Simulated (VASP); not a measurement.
# ZnSe(110): relaxation, ionisation energy and affinity, part 2 of 3

Where do the bulk band edges lie against the vacuum outside ZnSe(110)?

VASP 6.6.1; PBE; plane waves and PAW (Zn, Se).

So far, gap on the k-mesh (eV): step 3 (band edges of the bulk) 1.15.

### 4. Relaxing the slab

System of this step: ZnSe(110). The cell holds 18 atoms: 9 Zn and 9 Se. Its edges and angles: a = 4.055 Å, b = 5.734 Å, c = 32.218 Å, α = 90.0°, β = 90.0°, γ = 90.0°. It derives from ZnSe. 9 layers, cut at this functional's lattice. Vacuum lies along c.

All atoms relax at the fixed cell.

INCAR

```
SYSTEM = ZnSe
PREC = Normal
ENCUT = 320
EDIFF = 1E-05
NELM = 120
ISMEAR = 0
SIGMA = 0.03
LREAL = Auto
ALGO = Fast
GGA = PE
NBANDS = 100
LORBIT = 11
LWAVE = .FALSE.
LCHARG = .FALSE.
KPAR = 2
NCORE = 2
IBRION = 2
NSW = 60
ISIF = 2
EDIFFG = -0.03
POTIM = 0.4
MAXMIX = 40
IDIPOL = 3
LDIPOL = .TRUE.
DIPOL = 0.5 0.5 0.5
```

POSCAR

```
ZnSe
1.0
    4.0545351924      0.0000000000      0.0000000000
    0.0000000000      5.7339786582      0.0000000000
    0.0000000000      0.0000000000     32.2181407696
Zn Se
9 9
Direct
    0.0000000000      0.0000000000      0.2483073100
    0.5000000000      0.5000000000      0.3112304900
    0.0000000000      0.0000000000      0.3741536600
    0.5000000000      0.5000000000      0.4370768300
    0.0000000000      0.0000000000      0.5000000000
    0.5000000000      0.5000000000      0.5629231700
    0.0000000000      0.0000000000      0.6258463400
    0.5000000000      0.5000000000      0.6887695100
    0.0000000000      0.0000000000      0.7516926900
    0.0000000000      0.7500000000      0.3112304900
    0.5000000000      0.2500000000      0.2483073100
    0.0000000000      0.7500000000      0.4370768300
    0.5000000000      0.2500000000      0.3741536600
    0.0000000000      0.7500000000      0.5629231700
    0.5000000000      0.2500000000      0.5000000000
    0.0000000000      0.7500000000      0.6887695100
    0.5000000000      0.2500000000      0.6258463400
    0.5000000000      0.2500000000      0.7516926900
```

KPOINTS

```
Automatic mesh
0
Gamma
6 4 1
0 0 0
```

PAW data sets: Zn and Se (PBE family, release 64).

Started as:

```bash
$ mpirun -np 4 vasp_std
```

What it wrote:

```text
[banner, memory and clock lines left out]
running    4 mpi-ranks, on    1 nodes
 distrk:  each k-point on    2 cores,    2 groups
 distr:  one band on    2 cores,    1 groups

 POSCAR found type information on POSCAR ZnSe
 POSCAR found :  2 types and      18 ions
 LDA part: xc-table for (Slater+PW92), standard interpolation
 POSCAR, INCAR and KPOINTS ok, starting setup
 FFT: planning ... GRIDC
 FFT: planning ... GRID_SOFT
 FFT: planning ... GRID
 WAVECAR not read
 entering main loop
       N       E                     dE             d eps       ncg     rms          rms(c)
DAV:   1     0.978541103161E+03    0.97854E+03   -0.54221E+04  2464   0.110E+03
DAV:   2     0.711201582312E+02   -0.90742E+03   -0.87004E+03  2688   0.292E+02
DAV:   3    -0.501823145524E+02   -0.12130E+03   -0.12025E+03  2728   0.114E+02
DAV:   4    -0.555778108407E+02   -0.53955E+01   -0.53699E+01  2760   0.222E+01
DAV:   5    -0.557055385882E+02   -0.12773E+00   -0.12761E+00  2744   0.310E+00    0.134E+01
RMM:   6    -0.526417012270E+02    0.30638E+01   -0.79066E+00  2400   0.105E+01    0.105E+01
RMM:   7    -0.523621263706E+02    0.27957E+00   -0.31109E+00  2400   0.567E+00    0.315E+00
RMM:   8    -0.523977819293E+02   -0.35656E-01   -0.52109E-01  2419   0.219E+00    0.144E+00
RMM:   9    -0.523772202169E+02    0.20562E-01   -0.12362E-01  2400   0.150E+00    0.753E-01
RMM:  10    -0.523759815290E+02    0.12387E-02   -0.27412E-02  2403   0.780E-01    0.189E-01
RMM:  11    -0.523776613128E+02   -0.16798E-02   -0.59432E-03  2406   0.229E-01    0.175E-01
RMM:  12    -0.523776043809E+02    0.56932E-04   -0.18394E-03  2442   0.183E-01    0.443E-02
RMM:  13    -0.523777019622E+02   -0.97581E-04   -0.41363E-04  2441   0.557E-02    0.257E-02
RMM:  14    -0.523779116386E+02   -0.20968E-03   -0.97449E-05  2370   0.341E-02    0.248E-02
RMM:  15    -0.523779297544E+02   -0.18116E-04   -0.20667E-05  1508   0.146E-02    0.103E-02
RMM:  16    -0.523780763852E+02   -0.14663E-03   -0.33367E-05  1640   0.119E-02    0.706E-03
RMM:  17    -0.523781032162E+02   -0.26831E-04   -0.51637E-06  1434   0.542E-03    0.749E-03
RMM:  18    -0.523781225591E+02   -0.19343E-04   -0.42538E-06  1436   0.604E-03    0.137E-03
RMM:  19    -0.523781260502E+02   -0.34910E-05   -0.16227E-06  1316   0.389E-03
   1 F= -.52378126E+02 E0= -.52378126E+02  d E =-.523781E+02
 curvature:   0.00 expect dE= 0.000E+00 dE for cont linesearch  0.000E+00
 trial: gam= 0.00000 g(F)=  0.267E+00 g(S)=  0.000E+00 ort = 0.000E+00 (trialstep = 0.100E+01)
 search vector abs. value=  0.267E+00
 bond charge predicted
       N       E                     dE             d eps       ncg     rms          rms(c)
DAV:   1    -0.525793764650E+02   -0.20125E+00   -0.36389E+01  2536   0.175E+01    0.926E-01
RMM:   2    -0.526098127703E+02   -0.30436E-01   -0.33423E-01  2400   0.203E+00    0.502E-01
RMM:   3    -0.526111557167E+02   -0.13429E-02   -0.41402E-02  2406   0.694E-01    0.376E-01
RMM:   4    -0.526135768398E+02   -0.24211E-02   -0.14412E-02  2400   0.464E-01    0.297E-01
RMM:   5    -0.526128998231E+02    0.67702E-03   -0.83176E-03  2400   0.375E-01    0.108E-01
RMM:   6    -0.526128730895E+02    0.26734E-04   -0.10014E-03  2403   0.114E-01    0.388E-02
RMM:   7    -0.526129995051E+02   -0.12642E-03   -0.23884E-04  2364   0.477E-02    0.316E-02
RMM:   8    -0.526130617581E+02   -0.62253E-04   -0.75152E-05  1909   0.227E-02    0.201E-02
RMM:   9    -0.526131466229E+02   -0.84865E-04   -0.34435E-05  1666   0.152E-02    0.134E-02
RMM:  10    -0.526131643724E+02   -0.17749E-04   -0.22358E-05  1541   0.130E-02    0.129E-02
RMM:  11    -0.526131770600E+02   -0.12688E-04   -0.67659E-06  1460   0.604E-03    0.451E-03
RMM:  12    -0.526131912647E+02   -0.14205E-04   -0.14876E-06  1093   0.311E-03    0.307E-03
RMM:  13    -0.526132038051E+02   -0.12540E-04   -0.18634E-06   878   0.284E-03    0.125E-03
RMM:  14    -0.526132054841E+02   -0.16790E-05   -0.41052E-07   654   0.213E-03
   2 F= -.52613205E+02 E0= -.52613205E+02  d E =-.235079E+00
[... from here on, the cycles between the ionic steps are left out ...]
   3 F= -.52966945E+02 E0= -.52966945E+02  d E =-.588819E+00
   4 F= -.52981329E+02 E0= -.52981329E+02  d E =-.603203E+00
   5 F= -.53135107E+02 E0= -.53135107E+02  d E =-.153778E+00
   6 F= -.53311516E+02 E0= -.53311516E+02  d E =-.330188E+00
   7 F= -.53313729E+02 E0= -.53313729E+02  d E =-.332401E+00
   8 F= -.53339620E+02 E0= -.53339620E+02  d E =-.258906E-01
   9 F= -.53339633E+02 E0= -.53339633E+02  d E =-.259037E-01
  10 F= -.53349099E+02 E0= -.53349099E+02  d E =-.946643E-02
  11 F= -.53352360E+02 E0= -.53352360E+02  d E =-.127268E-01
  12 F= -.53358188E+02 E0= -.53358188E+02  d E =-.582834E-02
  13 F= -.53359233E+02 E0= -.53359233E+02  d E =-.687299E-02
  14 F= -.53359359E+02 E0= -.53359359E+02  d E =-.699903E-02
  15 F= -.53360892E+02 E0= -.53360892E+02  d E =-.153360E-02
  16 F= -.53360950E+02 E0= -.53360950E+02  d E =-.159160E-02
  17 F= -.53362097E+02 E0= -.53362097E+02  d E =-.114634E-02
  18 F= -.53362306E+02 E0= -.53362306E+02  d E =-.135528E-02
 curvature:  -6.74 expect dE=-0.307E-02 dE for cont linesearch -0.151E-04
 trial: gam= 1.07481 g(F)=  0.455E-03 g(S)=  0.000E+00 ort =-0.459E-04 (trialstep = 0.269E+01)
 search vector abs. value=  0.144E-02
 bond charge predicted
       N       E                     dE             d eps       ncg     rms          rms(c)
DAV:   1    -0.533617761266E+02    0.52270E-03   -0.12245E+00  2488   0.356E+00    0.196E-01
RMM:   2    -0.533623582015E+02   -0.58207E-03   -0.11720E-02  2400   0.336E-01    0.125E-01
RMM:   3    -0.533625380440E+02   -0.17984E-03   -0.15965E-03  2400   0.133E-01    0.571E-02
RMM:   4    -0.533628144598E+02   -0.27642E-03   -0.27733E-04  2404   0.563E-02    0.401E-02
RMM:   5    -0.533628933188E+02   -0.78859E-04   -0.86244E-05  2124   0.291E-02    0.266E-02
RMM:   6    -0.533629559590E+02   -0.62640E-04   -0.20525E-05  1527   0.152E-02    0.259E-02
RMM:   7    -0.533629747657E+02   -0.18807E-04   -0.75075E-06  1454   0.808E-03    0.257E-02
RMM:   8    -0.533630004117E+02   -0.25646E-04   -0.47086E-06  1402   0.487E-03    0.243E-02
RMM:   9    -0.533630185593E+02   -0.18148E-04   -0.32502E-06  1066   0.335E-03    0.207E-02
RMM:  10    -0.533630274845E+02   -0.89252E-05   -0.16053E-06   746   0.251E-03
  19 F= -.53363027E+02 E0= -.53363027E+02  d E =-.721783E-03
 trial-energy change:   -0.000722  1 .order   -0.000689   -0.001094   -0.000284
 step:   3.6378(harm=  3.6378)  dis= 0.00748  next Energy=   -53.363044 (dE=-0.739E-03)
 reached required accuracy - stopping structural energy minimisation
```

The job ended after 4.9 min (4 MPI ranks of Intel Xeon 6975P-C (Granite Rapids), shared host; peak memory 1.1 GiB; 19 min of CPU time).

From OUTCAR (step 4):

```text
  LATTYP: Found a simple orthorhombic cell.
 ALAT       =     4.0545351924
 B/A-ratio  =     1.4142135624
 C/A-ratio  =     7.9461983287

 Subroutine GETGRP returns: Found  4 space group operations
 (whereof  4 operations were pure point group operations)

The static configuration has the point symmetry C_2v.

 Found     12 irreducible k-points:

   k-points           NKPTS =     12   k-points in BZ     NKDIM =     12   number of bands    NBANDS=    100

   dimension x,y,z NGX =    18 NGY =   28 NGZ =  144
   dimension x,y,z NGXF=    36 NGYF=   56 NGZF=  288

   ENCUT  =  320.0 eV  23.52 Ry    4.85 a.u.   5.91  8.36 46.99*2*pi/ulx,y,z

   NELECT =     162.0000    total number of electrons

 dipolmoment           0.000000      0.000000      0.000000 electrons x Angstroem

 E-fermi :  -1.5689

 k-point     1 :       0.0000    0.0000    0.0000
  band No.  band energies     occupation
    ...
     77      -1.9404      2.00000
     78      -1.9299      2.00000
     79      -1.8395      2.00000
     80      -1.7840      2.00000
     81      -1.7192      2.00000
     82      -0.2615      0.00000
     83       0.3915      0.00000
     84       1.0354      0.00000
     85       1.4055      0.00000
     86       1.5366      0.00000
    ...

 k-point     2 :       0.1667    0.0000    0.0000
  band No.  band energies     occupation
    ...
     77      -2.5788      2.00000
     78      -2.3765      2.00000
     79      -2.3379      2.00000
     80      -2.1360      2.00000
     81      -1.9945      2.00000
     82       0.7466      0.00000
     83       1.1875      0.00000
     84       1.6447      0.00000
     85       1.8028      0.00000
     86       2.0186      0.00000
    ...

  Total       -1.1669171     -0.5733418     -0.5943681      0.0000000      0.0000000      0.0000000
  in kB       -2.4960481     -1.2263842     -1.2713597      0.0000000      0.0000000      0.0000000
  external PRESSURE =      -1.6645974 kB  Pullay stress =       0.0000000 kB

  energy-cutoff  :      320.00
  volume of cell :      749.03
      direct lattice vectors                 reciprocal lattice vectors
     4.054535192  0.000000000  0.000000000     0.246637396  0.000000000  0.000000000
     0.000000000  5.733978658  0.000000000     0.000000000  0.174398975  0.000000000
     0.000000000  0.000000000 32.218140770     0.000000000  0.000000000  0.031038414

 POSITION                                       TOTAL-FORCE (eV/Angst)
 -----------------------------------------------------------------------------------
      0.00000      0.32634      8.46013        -0.000000      0.012463     -0.000118
      2.02727      2.77406      9.88797        -0.000000      0.009890      0.009817
      4.05454      5.68841     12.07157        -0.000000     -0.015260     -0.004088
      2.02727      2.82093     14.04825         0.000000      0.006791      0.021626
      0.00000      5.71212     16.10907        -0.000000     -0.002263      0.000000
      2.02727      2.82093     18.16989         0.000000      0.006791     -0.021626
      0.00000      5.68841     20.14657        -0.000000     -0.015260      0.004088
      2.02727      2.77406     22.33017        -0.000000      0.009890     -0.009817
      0.00000      0.32634     23.75801        -0.000000      0.012463      0.000118
      0.00000      4.22211     10.03938        -0.000000      0.009326      0.001953
      2.02727      1.46783      7.80146        -0.000000     -0.012147      0.009852
      0.00000      4.26143     14.08889        -0.000000     -0.016611     -0.012847
      2.02727      1.39733     12.00687        -0.000000      0.007438      0.014789
      0.00000      4.26143     18.12925        -0.000000     -0.016611      0.012847
      2.02727      1.41029     16.10907        -0.000000     -0.001519      0.000000
      0.00000      4.22211     22.17876        -0.000000      0.009326     -0.001953
      2.02727      1.39733     20.21127        -0.000000      0.007438     -0.014789
      2.02727      1.46783     24.41668        -0.000000     -0.012147     -0.009852
 -----------------------------------------------------------------------------------
    total drift:                                0.000000      0.002795      0.000052

  FREE ENERGIE OF THE ION-ELECTRON SYSTEM (eV)
  ---------------------------------------------------
  free  energy   TOTEN  =       -53.3630274845 eV

  energy  without entropy=      -53.3630274845  energy(sigma->0) =      -53.36302748

 vacuum level on the upper side and lower side of the slab         3.801         3.801

 total charge
# of ion       s       p       d       tot
------------------------------------------
    1        0.570   0.383   9.767  10.720
    2        0.525   0.415   9.774  10.714
    3        0.526   0.418   9.775  10.719
    4        0.525   0.414   9.775  10.714
    5        0.527   0.419   9.775  10.721
    6        0.525   0.414   9.775  10.714
    7        0.526   0.418   9.775  10.719
    8        0.525   0.415   9.774  10.714
    9        0.570   0.383   9.767  10.720
   10        1.439   2.405   0.028   3.872
   11        1.455   2.359   0.025   3.840
   12        1.438   2.406   0.027   3.872
   13        1.439   2.398   0.026   3.864
   14        1.438   2.406   0.027   3.872
   15        1.439   2.403   0.027   3.868
   16        1.439   2.405   0.028   3.872
   17        1.439   2.398   0.026   3.864
   18        1.455   2.359   0.025   3.840
--------------------------------------------------
tot         17.803  25.220  88.195 131.218

[... 1 part as in an earlier step ...]

[... 7 further parts left out ...]
```

The run keeps the 4 symmetry operations of its start, so it cannot find a distortion of lower symmetry.

Step by step:

| step | energy less that of the first step (eV) | largest force (eV/Å) |
| --- | --- | --- |
| 1 | 0.0000 | 1.4590 |
| 2 | -0.2351 | 1.1972 |
| 3 | -0.5888 | 0.5682 |
| 4 | -0.6032 | 0.6335 |
| 5 | -0.7570 | 0.4968 |
| 6 | -0.9334 | 0.2494 |
| 7 | -0.9356 | 0.2914 |
| 8 | -0.9615 | 0.1145 |
| 9 | -0.9615 | 0.1163 |
| 10 | -0.9710 | 0.0988 |
| 11 | -0.9742 | 0.1127 |
| 12 | -0.9801 | 0.0570 |
| 13 | -0.9811 | 0.0459 |
| 14 | -0.9812 | 0.0522 |
| 15 | -0.9828 | 0.0305 |
| 16 | -0.9828 | 0.0348 |
| 17 | -0.9840 | 0.0399 |
| 18 | -0.9842 | 0.0531 |
| 19 | -0.9849 | 0.0227 |

The atoms that moved most (Å):

| atom | dx | dy | dz | length |
| --- | --- | --- | --- | --- |
| Zn1 | 0.000 | 0.326 | 0.460 | 0.564 |
| Zn9 | 0.000 | 0.326 | -0.460 | 0.564 |
| Se11 | 0.000 | 0.034 | -0.199 | 0.201 |
| Se18 | 0.000 | 0.034 | 0.199 | 0.201 |
| Zn8 | 0.000 | -0.093 | 0.139 | 0.167 |
| Zn2 | 0.000 | -0.093 | -0.139 | 0.167 |
| Se10 | 0.000 | -0.078 | 0.012 | 0.079 |
| Se16 | 0.000 | -0.078 | -0.012 | 0.079 |

The relaxed structure:

```xyz
18
Lattice="4.0545 0.0000 0.0000 0.0000 5.7340 0.0000 0.0000 0.0000 32.2181" Properties=species:S:1:pos:R:3
Zn    0.0000    0.3263    8.4601
Zn    2.0273    2.7741    9.8880
Zn    0.0000   -0.0456   12.0716
Zn    2.0273    2.8209   14.0483
Zn    0.0000   -0.0219   16.1091
Zn    2.0273    2.8209   18.1699
Zn    0.0000   -0.0456   20.1466
Zn    2.0273    2.7741   22.3302
Zn    0.0000    0.3263   23.7580
Se    0.0000    4.2221   10.0394
Se    2.0273    1.4678    7.8015
Se    0.0000    4.2614   14.0889
Se    2.0273    1.3973   12.0069
Se    0.0000    4.2614   18.1292
Se    2.0273    1.4103   16.1091
Se    0.0000    4.2221   22.1788
Se    2.0273    1.3973   20.2113
Se    2.0273    1.4678   24.4167
```

This step gave:

| Item | Value |
| --- | --- |
| electronic cycles | 168 |
| electrons | 162 |
| free energy (TOTEN) | -53.3630 eV |
| Fermi energy | -1.569 eV |
| dipole moment | 0, 0, 0 e·Å |
| gap on the k-mesh | 1.458 eV |
| least direct gap on the k-mesh | 1.458 eV |

The run ended after 19 ionic steps, 0.985 eV below its first step, once the forces on the free atoms met EDIFFG = -0.03.

[end of part 2 of 3]

[Lines on the potential files, build, host, timing and source positions are cut from VASP's logs without a mark.]

[Logs are printed without paths, hosts, clocks, repeated set-up lines and the standing remarks that a program may print on its own settings, such as how far it seeks lower states.]

[Hosts, paths, dates, database ids (printed as entryN), source tags and the programs' standing remarks are cut or masked in the printed files.]

[Runs that stopped without an error message from VASP are left out.]
